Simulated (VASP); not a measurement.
Here is the system:

```
TaN
1.0
    5.27621     0.00000     0.00000
   -2.63810     4.56933     0.00000
    0.00000     0.00000     2.95264
Ta N
3 3
Direct
  0.00000   0.00000   0.00000
  0.33333   0.66667   0.50000
  0.66667   0.33333   0.50000
  0.39239   0.00000   0.00000
  0.60761   0.60761   0.00000
  0.00000   0.39239   0.00000
```

Computed with PBEsol GGA, VASP's PBE PAW potentials (set 64) (plane waves; VASP). Settings: 400 eV cut-off, 7×7×11 Γ-centred mesh, Fermi-Dirac smearing of 0.14 eV, potentials Ta_pv N.

At this cut-off the stress carries a Pulay error, which pulls relaxed volumes low.

Problem. Which forces act on the atoms, in eV/Å?

Solution. 
```tsv
atom	Fx	Fy	Fz
Ta1	0.000	0.000	0.000
Ta2	0.000	0.000	0.000
Ta3	0.000	0.000	0.000
N4	-0.128	0.000	0.000
N5	0.064	0.111	0.000
N6	0.064	-0.111	0.000
```

Problem. Give the stress tensor in GPa (positive for a compressed cell).

Solution. 
```
-18.37    0.00    0.00
  0.00  -18.37    0.00
  0.00    0.00  -20.30
```
The pressure is its mean diagonal, -19.01 GPa.

The structure comes from a computed database's TaN entry; how it stands against other phases isn't given here. The cell was not relaxed at this level.
